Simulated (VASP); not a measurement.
Data:

```xyz
4
Lattice="3.5338 0.0000 0.0000 0.0000 3.5338 0.0000 0.0000 0.0000 3.5338" Properties=species:S:1:pos:R:3 pbc="T T T"
Fe     0.0000     0.0000     0.0000
Ni     0.0000     1.7669     1.7669
Ni     1.7669     0.0000     1.7669
Ni     1.7669     1.7669     0.0000
```
Starting moments (μB, in the order of the record's atoms Fe Ni Ni Ni): 2.8 0.6 0.6 0.6.

Computed with optB88-vdW, VASP's PBE PAW potentials (set 64) (plane waves; VASP). Numerical set-up: 520 eV cut-off, 10×10×10 Γ-centred mesh, tetrahedra with Blöchl corrections, potentials Fe Ni.

Problem. Tabulate the total density of states (states/eV per cell) against energy (eV; zero at the valence-band maximum or, without a gap, the Fermi level).

Solution. 
```
E (eV) | DOS (states/eV)
    -9.90 |  0.00
    -9.38 |  0.00
    -8.75 |  0.11
    -8.22 | # 0.23
    -7.70 | # 0.33
    -7.17 | # 0.42
    -6.54 | # 0.57
    -6.02 | ## 0.70
    -5.49 | ### 1.01
    -4.86 | ####### 2.76
    -4.34 | ############ 4.50
    -3.81 | ############### 5.83
    -3.18 | #################### 7.57
    -2.66 | ###################### 8.49
    -2.13 | ######################### 9.59
    -1.60 | ########################### 10.4
    -0.97 | ############################## 11.4
    -0.45 | ####### 2.75
     0.07 | ###### 2.42
     0.70 | ################## 6.66
     1.23 | ##### 1.78
     1.76 | ### 1.03
     2.28 | ## 0.91
     2.91 | ### 1.26
     3.44 | ### 1.06
```
Within 2 eV below the Fermi level the largest weight inside VASP's projection spheres is Ni d.

The compound is Ni3Fe in the L1_2 structure. It was relaxed first.
